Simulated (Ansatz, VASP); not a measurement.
# Cross-check of HfC between VASP and Ansatz

Wanted: the spread between two codes on one cell, functional and k mesh. The cell is generated by rule, not measured, and may not be a known phase. Of the first pair: The two relaxations start from unlike cells of this crystal (the structure described is Ansatz's start), so only their ends are compared.

Method: plane waves, with VASP 6.6.1 beside it; relaxation of cell and atoms at PBEsol, in Ansatz 0.2.0.

### Step 1. The structure

It takes space group F-43m (No. 216, cubic). The conventional cell has a = 4.798 Å, b = 4.798 Å, c = 4.798 Å, α = 90.00°, β = 90.00°, γ = 90.00°. Hf has 4 C at 2.08 Å nearest. Nearest to C lie 4 Hf at 2.08 Å. Farther neighbours are not listed.

As a file:

```
Hf C
1.0
     0.00000    2.39877    2.39877
     2.39877    0.00000    2.39877
     2.39877    2.39877    0.00000
Hf C
1 1
Cartesian
  0.0000 0.0000 0.0000
  1.1994 1.1994 1.1994
```

### Step 2. VASP: relaxation of cell and atoms, PBEsol, pair 1

The relaxed volume is the usual yardstick between codes: in a stiff, nearly cubic crystal its relative difference is about their pressure difference at one cell divided by the bulk modulus.

Lines of VASP's logs that name or quote its potential files are left out, and so is its time.

Contents of INCAR:

```
SYSTEM = HfC
PREC = Accurate
ENCUT = 600
EDIFF = 1E-07
NELM = 120
ISMEAR = 0
SIGMA = 0.1
LREAL = .FALSE.
ALGO = Normal
GGA = PS
NBANDS = 13
LASPH = .TRUE.
LORBIT = 11
LWAVE = .FALSE.
LCHARG = .FALSE.
ISIF = 3
IBRION = 2
NSW = 80
EDIFFG = -0.005
GGA_COMPAT = .FALSE.
NELMIN = 4
EFERMI = MIDGAP
KPAR = 2
```

Contents of POSCAR:

```
HfC
1.0
    0.0000000000      2.4968970105      2.4968970105
    2.4968970105      0.0000000000      2.4968970105
    2.4968970105      2.4968970105      0.0000000000
Hf C
1 1
Direct
    0.0000000000      0.0000000000      0.0000000000
    0.2500000000      0.2500000000      0.2500000000
```

Contents of KPOINTS:

```
Automatic mesh
0
Gamma
8 8 8
0 0 0
```

Potentials, in the order of the species: Hf_pv and C (PBE family, release 64).

Command:

```console
$ mpirun -np 2 vasp_std
```

Numbers of over 12 decimals in the logs are rounded to 6 here.

Output:

```text
[banner, memory and clock lines left out]
running    2 mpi-ranks, on    1 nodes
 distrk:  each k-point on    1 cores,    2 groups
 distr:  one band on    1 cores,    1 groups

 POSCAR found type information on POSCAR HfC
 POSCAR found :  2 types and       2 ions
|                                                                             |
|               ----> ADVICE to this user running VASP <----                  |
|                                                                             |
|     You enforced a specific xc type in the INCAR file but a different       |
|     [... a line on the potential file left out ...]
|     I HOPE YOU KNOW WHAT YOU ARE DOING!                                     |
|                                                                             |

 LDA part: xc-table for (Slater+PW92), standard interpolation
 POSCAR, INCAR and KPOINTS ok, starting setup
 FFT: planning ... GRIDC
 FFT: planning ... GRID_SOFT
 FFT: planning ... GRID
 WAVECAR not read
 entering main loop
       N       E                     dE             d eps       ncg     rms          rms(c)
DAV:   1     0.316332140642E+02    0.31633E+02   -0.79376E+03   754   0.111E+03
DAV:   2    -0.226064294705E+02   -0.54240E+02   -0.50511E+02  1035   0.225E+02
DAV:   3    -0.248411646885E+02   -0.22347E+01   -0.22254E+01   944   0.336E+01
DAV:   4    -0.248589611603E+02   -0.17796E-01   -0.17794E-01   859   0.374E+00
DAV:   5    -0.248591580948E+02   -0.19693E-03   -0.19693E-03   953   0.355E-01    0.539E+01
DAV:   6    -0.207410930490E+02    0.41181E+01   -0.14712E+01   824   0.219E+01    0.357E+01
DAV:   7    -0.207322444813E+02    0.88486E-02   -0.71822E-01   914   0.611E+00    0.228E+01
DAV:   8    -0.207215452073E+02    0.10699E-01   -0.61806E-02   849   0.194E+00    0.709E+00
DAV:   9    -0.207151040360E+02    0.64412E-02   -0.19211E-02   824   0.779E-01    0.120E+00
DAV:  10    -0.207149598193E+02    0.14422E-03   -0.78177E-04   950   0.216E-01    0.264E-01
DAV:  11    -0.207149683644E+02   -0.85452E-05   -0.48502E-05   894   0.612E-02    0.195E-02
DAV:  12    -0.207149677285E+02    0.63594E-06   -0.19642E-06   864   0.118E-02    0.409E-02
DAV:  13    -0.207149673313E+02    0.39719E-06   -0.41563E-07   902   0.511E-03    0.135E-03
DAV:  14    -0.207149673450E+02   -0.13689E-07   -0.14283E-08   432   0.912E-04
   1 F= -.20714967E+02 E0= -.20714559E+02  d E =-.207150E+02
 curvature:   0.00 expect dE= 0.000E+00 dE for cont linesearch  0.000E+00
 trial: gam= 0.00000 g(F)=  0.577E-47 g(S)=  0.177E-04 ort = 0.000E+00 (trialstep = 0.100E+01)
 search vector abs. value=  0.177E-04
 bond charge predicted
       N       E                     dE             d eps       ncg     rms          rms(c)
DAV:   1    -0.207150236737E+02   -0.56342E-04   -0.14460E-03   794   0.319E-01    0.994E-02
DAV:   2    -0.207149793279E+02    0.44346E-04   -0.71386E-05   774   0.698E-02    0.456E-02
DAV:   3    -0.207149648615E+02    0.14466E-04   -0.39767E-05   844   0.491E-02    0.316E-02
DAV:   4    -0.207149649443E+02   -0.82807E-07   -0.93755E-07   924   0.814E-03
   2 F= -.20714965E+02 E0= -.20714552E+02  d E =0.240067E-05
 trial-energy change:    0.000002  1 .order    0.000003   -0.000018    0.000024
 step:   0.4526(harm=  0.4226)  dis= 0.00000  next Energy=   -20.714971 (dE=-0.409E-05)
 bond charge predicted
       N       E                     dE             d eps       ncg     rms          rms(c)
DAV:   1    -0.207149889475E+02   -0.24086E-04   -0.42236E-04   799   0.173E-01    0.532E-02
DAV:   2    -0.207149762093E+02    0.12738E-04   -0.20834E-05   784   0.376E-02    0.242E-02
DAV:   3    -0.207149718621E+02    0.43473E-05   -0.11253E-05   839   0.261E-02    0.166E-02
DAV:   4    -0.207149718173E+02    0.44752E-07   -0.26848E-07   868   0.434E-03
   3 F= -.20714972E+02 E0= -.20714562E+02  d E =-.447231E-05
 curvature:  -0.21 expect dE=-0.180E-08 dE for cont linesearch -0.180E-08
 trial: gam= 0.00000 g(F)=  0.441E-47 g(S)=  0.856E-08 ort =-0.389E-06 (trialstep = 0.891E+00)
 search vector abs. value=  0.866E-08
 reached required accuracy - stopping structural energy minimisation
```

Parts of OUTCAR (step 2):

```text
ion  position               nearest neighbor table
   1  0.000  0.000  0.000-   2 2.16   2 2.16   2 2.16   2 2.16
   2  0.250  0.250  0.250-   1 2.16   1 2.16   1 2.16   1 2.16

  LATTYP: Found a face centered cubic cell.
 ALAT       =     4.9937940210

 Subroutine GETGRP returns: Found 24 space group operations
 (whereof 24 operations were pure point group operations)

The static configuration has the point symmetry T_d .

 Found     29 irreducible k-points:

   k-points           NKPTS =     29   k-points in BZ     NKDIM =     29   number of bands    NBANDS=     13

   dimension x,y,z NGX =    28 NGY =   28 NGZ =   28
   dimension x,y,z NGXF=    56 NGYF=   56 NGZF=   56

   ENCUT  =  600.0 eV  44.10 Ry    6.64 a.u.   7.05  7.05  7.05*2*pi/ulx,y,z

   NELECT =      14.0000    total number of electrons

 k-points in reciprocal lattice and weights: Automatic mesh
   0.00000000  0.00000000  0.00000000       0.002
   0.12500000  0.00000000  0.00000000       0.016
   0.25000000  0.00000000  0.00000000       0.016
   0.37500000  0.00000000  0.00000000       0.016
   0.50000000  0.00000000  0.00000000       0.008
   0.12500000  0.12500000  0.00000000       0.012
   0.25000000  0.12500000  0.00000000       0.047
   0.37500000  0.12500000  0.00000000       0.047
   0.50000000  0.12500000  0.00000000       0.047
[...]
-0.37500000  0.50000000  0.12500000       0.023
  -0.25000000  0.50000000  0.25000000       0.012

 average (electrostatic) potential at core
       1 -37.2269       2 -49.0447

 E-fermi :   3.8485

 k-point     1 :       0.0000    0.0000    0.0000
  band No.  band energies     occupation
    ...
      3     -25.7697      2.00000
      4      -7.0203      2.00000
      5       1.3632      2.00000
      6       1.3632      2.00000
      7       1.3632      2.00000
      8       7.0573      0.00000
      9       7.3534      0.00000
     10       7.3534      0.00000
     11      13.0191      0.00000
     12      13.0191      0.00000
    ...

 k-point     2 :       0.1250    0.0000    0.0000
  band No.  band energies     occupation
    ...
      3     -25.7775      2.00000
      4      -6.7609      2.00000
      5       1.0231      2.00000
      6       1.4926      2.00000
      7       1.4926      2.00000
      8       7.1502      0.00000
      9       7.1502      0.00000
     10       7.7881      0.00000
     11      12.6014      0.00000
     12      13.3754      0.00000
    ...

 k-point     3 :       0.2500    0.0000    0.0000
  band No.  band energies     occupation
    ...
      3     -25.7960      2.00000
      4      -6.1290      2.00000
      5       0.5553      2.00000
      6       1.7599      2.00000
      7       1.7599      2.00000
      8       7.0272      0.00000
      9       7.0272      0.00000
     10       8.8660      0.00000
     11      12.1544      0.00000
     12      13.2940      0.00000
    ...

  Total        0.0003439      0.0003439      0.0003439     -0.0000000     -0.0000000     -0.0000000
  in kB        0.0177070      0.0177070      0.0177070     -0.0000000     -0.0000000     -0.0000000
  external PRESSURE =       0.0177070 kB  Pullay stress =       0.0000000 kB

  energy-cutoff  :      600.00
  volume of cell :       31.12
      direct lattice vectors                 reciprocal lattice vectors
     0.000000000  2.496470373  2.496470373    -0.200282769  0.200282769  0.200282769
     2.496470373  0.000000000  2.496470373     0.200282769 -0.200282769  0.200282769
     2.496470373  2.496470373  0.000000000     0.200282769  0.200282769 -0.200282769

 POSITION                                       TOTAL-FORCE (eV/Angst)
 -----------------------------------------------------------------------------------
      0.00000      0.00000      0.00000        -0.000000     -0.000000     -0.000000
      1.24824      1.24824      1.24824         0.000000      0.000000      0.000000
 -----------------------------------------------------------------------------------
    total drift:                               -0.000000     -0.000000     -0.000000

  FREE ENERGIE OF THE ION-ELECTRON SYSTEM (eV)
  ---------------------------------------------------
  free  energy   TOTEN  =       -20.7149718173 eV

  energy  without entropy=      -20.7141514593  energy(sigma->0) =      -20.71456164

 reached required accuracy - stopping structural energy minimisation

 total charge
# of ion       s       p       d       tot
------------------------------------------
    1        0.365   6.555   1.698   8.619
    2        0.884   1.555   0.000   2.440
--------------------------------------------------
tot          1.250   8.111   1.698  11.059

[... 3 further parts left out ...]
```

The gap is under twice the smearing width, so the edge states are partly filled and the run can't tell a small gap from a semimetal. Harder data sets than Hf_pv exist (the GW ones), and pressures, volumes and forces can shift noticeably with them. The run keeps the 24 symmetry operations of its start, so it cannot find a distortion of lower symmetry.

### Step 3. Ansatz: relaxation of cell and atoms, PBEsol, pair 1

Ansatz runs on its default PAW (the set named soft_2) files.

Its own start cell and the same functional, mesh and smearing now go to Ansatz, which takes its cutoff from its data sets.

Contents of input.yaml:

```yaml
crystal:
  lattice:
    - [0.0, 2.39877, 2.39877]
    - [2.39877, 0.0, 2.39877]
    - [2.39877, 2.39877, 0.0]
  atoms:
    - { symbol: Hf, position: [0.0, 0.0, 0.0] }
    - { symbol: C, position: [0.25, 0.25, 0.25] }
kpoints:
  mp_grid: { grid: [8, 8, 8] }
hamiltonian:
  xc: pbesol
scf:
  occupations: { method: gaussian, width: 0.1 }
output:
  forces: true
  stress: true
  eigenvalues: true
relax:
  adjacent_minimum: "off"
  f_tol: 0.05
  max_steps: 80
  cell: { stress_tol: 0.5 }
```

Command:

```console
$ ansatz run input.yaml --threads 4 --pin off --max-ram 7168MiB --backend cpu --events-out ev --progress --plain --runs-dir out
```

Output:

```text
The last accepted step is kept in <dir> (removed where the run ends without a failure and the disk answers)
Engine: ansatz 0.2.0, aarch64-unknown-linux-gnu
Pseudopotentials: kind: paw
Pseudopotential: Hf, paw, valence charge 26, recommended cutoff 420 eV (normal), Hf.paw.azcp
Pseudopotential: C, paw, valence charge 4, recommended cutoff 420 eV (normal), C.paw.azcp
Functional definition: PBEsol
  exchange = pbesol_x
  correlation = pbesol_c
Crystal: 2 atoms, lattice volume = 27.606 Å³
Basis set: ecut = 420 eV, 537 PW (Γ), exchange–correlation on 48×48×48 points (8 copies of the dense FFT grid, shifted against one another)
Bands: 19, of which v1, the nominal top of the filled ones, is band 15 counted from 1 (14 counted from 0)
Symmetry: 24 space group operations
Space group: F-43m (ITA 216), of the structure as read, at distance tolerance 3.0e-5 Å
k-points: 29 of 512 (time reversal used)
Non-local potential: Hf, projectors of the file, l = 0: 3, l = 1: 2, l = 2: 2, l = 3: 3
Non-local potential: C, projectors of the file, l = 0: 2, l = 1: 2, l = 2: 1
PAW form: soft (Blöchl's): semilocal exchange-correlation on the pseudo side does not see the compensation charge
PAW frozen core: Hf, regenerated for the run's functional, and the local potential with it (the file was generated under x = pbe(κ = 0.804, μ = 0.219515), c = pbe(β = 0.066725))
PAW frozen core: C, regenerated for the run's functional, and the local potential with it (the file was generated under x = pbe(κ = 0.804, μ = 0.219515), c = pbe(β = 0.066725))
PAW one-centre angular grid: Hf, 590 points (default); XC on 64 Gauss nodes
PAW one-centre angular grid: C, 110 points (default); XC on 64 Gauss nodes
Initial density: superposition of atomic densities (neutral atoms: chi_scale 0, normalization atom), corrected by the library's trained network
Initial wavefunctions: pseudopotential atomic-orbital guess
Functional: x = pbesol(κ = 0.804, μ = 0.123457), c = pbesol(β = 0.046)
SCF iter   1: F=—  HF=-15845.003763 eV  |F-HF|=—  |Δ(HF+E_count)|=         —  Δρ=7.86e-3  dr2=2.73e-2  ethr=1.77e-3  ⟨swp⟩=4.4  Hψ=2223  notcnv=0
preconditioner: auto → none  [insulator: Δε(μ)=0.325 eV  Ē_g=17.719 eV  σ=0.100 eV  W_gap=0.98  n_scr=14 (ndim 8)  ℏωp=37.4 eV  f_vac=0.000  D(μ)=0.03/eV (n_scr^D=0)  ε∞_Penn≈5.5]
SCF iter   2: F=—  HF=-15844.999160 eV  |F-HF|=—  |Δ(HF+E_count)|=   4.60e-3  Δρ=2.15e-3  dr2=1.53e-3  ethr=9.09e-5  ⟨swp⟩=1.2  Hψ=791  notcnv=0
SCF iter   3: F=—  HF=-15844.999121 eV  |F-HF|=—  |Δ(HF+E_count)|=   3.84e-5  Δρ=4.79e-4  dr2=3.42e-5  ethr=5.09e-6  ⟨swp⟩=2.0  Hψ=656  notcnv=0
SCF iter   4: F=—  HF=-15844.999149 eV  |F-HF|=—  |Δ(HF+E_count)|=   2.80e-5  Δρ=1.66e-4  dr2=5.25e-6  ethr=1.14e-7  ⟨swp⟩=2.1  Hψ=1008  notcnv=0
SCF iter   5: F=—  HF=-15844.999144 eV  |F-HF|=—  |Δ(HF+E_count)|=   5.30e-6  Δρ=3.77e-5  dr2=2.06e-7  ethr=1.75e-8  ⟨swp⟩=2.0  Hψ=986  notcnv=0
SCF iter   6: F=-15844.999144 eV  HF=-15844.999144 eV  |F-HF|=1.10e-8  |Δ(HF+E_count)|=   1.96e-7  Δρ=8.24e-6  dr2=1.53e-8  ethr=3.33e-10  ⟨swp⟩=5.1  Hψ=2341  notcnv=0
SCF 1 converged in 6 iterations: F = -15844.999144 eV  dr2 = 1.53e-8
  greatest PAW one-centre occupation: 0.998 electrons in one spin orbital (limit 2), on the Hf atom at site 0 (counted from 0), in its partial waves of l = 0
relax step   1: F+E_penalty+E_count = -15844.99914394 eV  Δ(F+E_penalty+E_count) = +0.000e0 eV  max|allowed force component| = 4.996e-16 eV/Å  Δτ_max = 0.0000 Å  P = +24.332 GPa  Ω = 27.606 Å³  (6 SCF iters, dr2 threshold 1.00e-7 eV, accepted)
[...]
relax step   2: F+E_penalty+E_count = -15845.23365939 eV  Δ(F+E_penalty+E_count) = -2.345e-1 eV  max|allowed force component| = 4.626e-16 eV/Å  Δτ_max = 0.0000 Å  P = -1.735 GPa  Ω = 31.431 Å³  energy of the carried Pulay correction = -5.965e-3 eV  (7 SCF iters, dr2 threshold 2.00e-7 eV, accepted)
[...]
relax step   3: F+E_penalty+E_count = -15845.23585687 eV  Δ(F+E_penalty+E_count) = -2.197e-3 eV  max|allowed force component| = 4.256e-16 eV/Å  Δτ_max = 0.0000 Å  P = -0.239 GPa  Ω = 31.144 Å³  energy of the carried Pulay correction = -5.544e-3 eV  (6 SCF iters, dr2 threshold 2.00e-7 eV, accepted)
[...]
relax step   4: F+E_penalty+E_count = -15845.24472351 eV  Δ(F+E_penalty+E_count) = -8.867e-3 eV  max|allowed force component| = 5.042e-16 eV/Å  Δτ_max = 0.0000 Å  P = +0.075 GPa  Ω = 31.144 Å³  stress off target by 7.47e-2 GPa  SCF on the basis re-selected at this cell (its energy is not comparable with the rows above)  (6 SCF iters)
basis re-selected at this cell: Δ(F+E_penalty+E_count) = -8.867e-3 eV, ΔP = +0.314 GPa vs the last step (what re-selecting the basis moved, of the pressure what is left beyond the Pulay correction that the steps carried, after the strain that the cell walked since its last selection, with what the two solves' SCF thresholds leave and, on support functions, any second-order correction that the steps lacked; it is no m [...]
SCF converged after 6 iterations
Free energy (F): -15845.244724 eV
Harris-Foulkes:  -15845.244724 eV  (|F-HF|=1.82e-12)
Internal energy: -15845.243887 eV  (E = F + TS)
E sigma→0 (E₀):  -15845.244305 eV
Entropy (-TS):   -0.000837 eV (-0.418 meV/atom)
Fermi energy:    15.257745 eV
--- Per-component energies (eV) ---
  E_band       = -27.822977
  E_kinetic    = 512.415388
  E_local      = -5755.494513  (includes V_loc(G=0)·N_el)
  E_nonlocal   = -1210.473669
  E_hartree    = 2669.775758
  E_xc         = -345.506346
  E_vxc        = -325.391453  (∫ρ·V_xc dr)
  E_paw        = -6902.958116  (= ΣΔE_a)
  E_vpaw       = 1411.569964  (= ΣTr[D̂ρ^β])
  E_aug_tail   = 0.000006  (compensation charges beyond the density's cutoff)
  E_ewald      = -4814.274586
  E_core_change = 1.272192  (= ΣΔE_core)
  E_smearing   = -0.000837  (= −TS)
  E_closure    = -0.000000  (closes the sum)
  Σ components = -15845.244724   (vs F -15845.244724, Δ=0.00e0)
--- Forces (eV/Å), atoms counted from 1 ---
  atom   1  Hf     0.00000000    -0.00000000    -0.00000000
  atom   2  C     -0.00000000     0.00000000     0.00000000
  max |Σ_I F_I| component: 2.87e-16 eV/Å
--- Stress (GPa, compression-positive) ---
        0.074665      -0.000000      -0.000000
       -0.000000       0.074665      -0.000000
       -0.000000       0.000000       0.074665
  P = ⅓ Tr σ = 0.0747 GPa (0.747 kbar)
--- Band table (eV; the first three rows and the last of 29) ---
  k-point 0: bands = [... 11 lower, 4.8376, 12.7736, 12.7736, 12.7736, 18.5202, 18.7491, 18.7491, 24.4212]
  k-point 1: bands = [... 11 lower, 4.9965, 12.4358, 12.9046, 12.9046, 18.5487, 18.5487, 19.2390, 24.0041]
  k-point 2: bands = [... 11 lower, 5.4757, 11.9652, 13.1733, 13.1733, 18.4290, 18.4290, 20.2986, 23.5422]
  k-point 28: bands = [... 11 lower, 6.8422, 12.1858, 13.1122, 15.1526, 15.3404, 18.7050, 20.2966, 21.6896]
--- Relaxed structure (3 steps of the walk, 3 accepted, 1 SCFs on fresh bases) ---
  F+E_penalty+E_count = -15845.24472351 eV   max|allowed force component| = 5.042e-16 eV/Å   (the final SCF, on the basis selected at the relaxed cell)
  cell:  # Å, volume = 31.1435 Å³
    - [0, 2.497158, 2.497158]
    - [2.497158, 0, 2.497158]
    - [2.497158, 2.497158, 0]
  atoms:
    - { symbol: Hf, position: [0, 0, 0] }
    - { symbol: C, position: [0.25, 0.25, 0.25] }
```

### Step 4. Differences

Known differences besides the potentials themselves: the data sets hold 30 valence electrons in Ansatz (on its default PAW (the set named soft_2) files) and 14 in VASP; the cutoff is 420 eV in Ansatz and 600 eV in VASP; Ansatz makes its cores anew for this functional, VASP keeps those of its PBE data sets; Ansatz adds a Pulay correction to the stress that steers its cell, VASP none. Total energies have different zeros and are not compared.

Compared:

```csv
quantity,Ansatz,VASP,difference
volume (Å³),31.14,31.12,+0.08 %
"edge a after relaxation, in the typed setting (Å)",3.531,3.530,+0.03 %
```

### Step 5. Ansatz: relaxation of cell and atoms, PBEsol, pair 2

The relaxed volume is the usual yardstick between codes: in a stiff, nearly cubic crystal its relative difference is about their pressure difference at one cell divided by the bulk modulus. Its start cell is another than that of the pair before, and may be another structure of the material.

The cell is taken from a series of runs on this material, whose earlier steps may have relaxed, scaled, displaced or heated it; both programs get it as it stands.

Contents of input.yaml:

```yaml
crystal:
  lattice:
    - [0.0, 2.4971575372, 2.4971575372]
    - [2.4971575372, 0.0, 2.4971575372]
    - [2.4971575372, 2.4971575372, 0.0]
  atoms:
    - { symbol: Hf, position: [0.0, 0.0, 0.0] }
    - { symbol: C, position: [0.25, 0.25, 0.25] }
kpoints:
  mp_grid: { grid: [10, 10, 10] }
hamiltonian:
  xc: pbesol
scf:
  occupations: { method: gaussian, width: 0.01 }
output:
  forces: true
  stress: true
  eigenvalues: true
relax:
  adjacent_minimum: "off"
  f_tol: 0.005
  max_steps: 80
  cell: { stress_tol: 0.05 }
```

Output:

```text
[...]
Crystal: 2 atoms, lattice volume = 31.144 Å³
Basis set: ecut = 420 eV, 609 PW (Γ), exchange–correlation on 48×48×48 points (8 copies of the dense FFT grid, shifted against one another)
Bands: 19, of which v1, the nominal top of the filled ones, is band 15 counted from 1 (14 counted from 0)
Symmetry: 24 space group operations
[...]
k-points: 47 of 1000 (time reversal used)
[...]
k-point 46: bands = [... 11 lower, 6.8239, 11.8926, 13.4330, 15.1290, 15.3392, 18.7236, 20.2648, 21.5994]
--- Relaxed structure (2 steps of the walk, 2 accepted, 1 SCFs on fresh bases) ---
[...]
cell:  # Å, volume = 31.1778 Å³
    - [0, 2.498073, 2.498073]
    - [2.498073, 0, 2.498073]
    - [2.498073, 2.498073, 0]
  atoms:
    - { symbol: Hf, position: [0, 0, 0] }
    - { symbol: C, position: [0.25, 0.25, 0.25] }
[key lines of the parts left out:]
SCF converged after 8 iterations
Free energy (F): -15845.243924 eV
Fermi energy:    15.234107 eV
P = ⅓ Tr σ = -0.0387 GPa (-0.387 kbar)
```

[end of part 1 of 2]

[Lines on the potential files, build, host, timing and source positions are cut from VASP's logs without a mark.]

[Logs are printed without paths, hosts, clocks, repeated set-up lines and the standing remarks that a program may print on its own settings, such as how far it seeks lower states.]

[Hosts, paths, dates, database ids (printed as entryN), source tags and the programs' standing remarks are cut or masked in the printed files.]
